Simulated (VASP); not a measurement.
Crystal: MgTi3O4.

```
Mg Ti O
1.0
    -3.20380    3.20380    2.61100
     3.20380   -3.20380    2.61100
     3.20380    3.20380   -2.61100
Mg Ti O
1 3 4
Direct
  0.00000 0.00000 0.00000
  0.50000 0.00000 0.50000
  0.00000 0.50000 0.50000
  0.50000 0.50000 0.00000
  0.40869 0.40869 0.35159
  0.05710 0.05710 0.64841
  0.59131 0.94290 0.00000
  0.94290 0.59131 0.00000
```

The cell was built by a generator and needn't be a form met in nature.

| Property | Result |
| --- | --- |
| Program | VASP 6.6.1 |
| Task | relaxation of cell and atoms |
| Functional | PBE |
| Potentials or basis | VASP PAW PBE potentials, release 64 (Mg, Ti_sv, O) |
| Cutoff | 520 eV |
| k mesh | 4 × 4 × 4 |
| Occupations | gaussian, width 0.15 eV |
| Spin | no spin polarisation |

At the start: pressure -17.9 GPa; volume 13.40 Å³/atom.

Where does the relaxation end?

Over 21 steps the energy falls by 423.4 meV/atom and the volume is 9.40 Å³/atom (-29.9 %); space group I-42m (No. 121, to 0.05 Å).

Step by step:
```
step  energy change (eV)  largest force (eV/Å)  pressure (GPa)  volume (Å³)
   1              0.0000                1.1302          -17.89       107.20
   2             -1.7882                2.0868            8.01        85.38
   3             -1.8235                1.6486            3.69        87.62
   4             -2.6748                1.3359            0.43        84.41
   5             -2.8285                1.0752            0.16        81.79
   6             -2.8383                1.1319           -0.06        82.37
   7             -3.0924                0.5199           -3.15        81.91
   8             -3.2211                0.0501           -6.29        81.24
   9             -3.2642                0.3397            7.19        74.55
  10             -3.3083                0.2362            1.10        77.19
  11             -3.3293                0.1718            1.26        76.50
  12             -3.3314                0.1543            1.81        76.06
  13             -3.3490                0.0810           -0.25        76.52
  14             -3.3522                0.0720           -0.89        76.69
  15             -3.3543                0.0364           -2.28        77.02
  16             -3.3697                0.0455           -1.74        76.49
  17             -3.3754                0.0494           -1.11        76.05
  18             -3.3759                0.0614           -0.85        75.90
  19             -3.3823                0.0678            0.73        75.21
  20             -3.3830                0.0689            0.99        74.97
  21             -3.3870                0.0574            0.35        75.18
```

Final structure:
```xyz
8
Lattice="-2.6573 2.6573 2.6617 2.6573 -2.6573 2.6617 2.6573 2.6573 -2.6617" Properties=species:S:1:pos:R:3 pbc="T T T"
Mg    0.0000    0.0000    0.0000
Ti    0.0000    2.6573    0.0000
Ti    2.6573    0.0000    0.0000
Ti    0.0000    0.0000    2.6617
O     1.2362    1.2362    1.2846
O     1.4212    1.4212   -1.3771
O     1.2362   -1.2362    4.0388
O    -1.2362    1.2362    4.0388
```

Caveat: the k mesh is coarse (spacing up to 0.39 Å⁻¹), so the values aren't converged; the volume moved by over 15 % at a fixed basis, so the end points are rough.
